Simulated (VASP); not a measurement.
Ag:

```
Ag
1.0
     0.00000    2.06750    2.06750
     2.06750    0.00000    2.06750
     2.06750    2.06750    0.00000
Ag
1
Direct
  0.00000 0.00000 0.00000
```

* Program: VASP 6.6.1
* Task: relaxation of cell and atoms
* Functional: PBEsol
* Potentials or basis: VASP PAW PBE potentials, release 64 (Ag)
* Cutoff: 580 eV
* k mesh: 18 × 18 × 18
* Occupations: gaussian, width 0.1 eV
* Spin: no spin polarisation

At the start: pressure -6.2 GPa; volume 17.68 Å³/atom.

Q: Where does the relaxation end?

A: Over 3 steps the energy falls by 21.6 meV/atom and the volume is 16.63 Å³/atom (-5.9 %); space group Fm-3m (No. 225, to 0.05 Å).

The path:
| step | energy change (eV) | largest force (eV/Å) | pressure (GPa) | volume (Å³) |
| --- | --- | --- | --- | --- |
| 1 | 0.0000 | 0.0000 | -6.16 | 17.68 |
| 2 | -0.0117 | 0.0000 | 5.23 | 15.99 |
| 3 | -0.0216 | 0.0000 | -0.02 | 16.63 |

Final structure:
```
Ag
1.0
     0.00000    2.02599    2.02599
     2.02599    0.00000    2.02599
     2.02599    2.02599    0.00000
Ag
1
Direct
  0.00000 0.00000 0.00000
```

Caveat: the PAW data sets were made with another functional, which shifts forces and pressure a little.
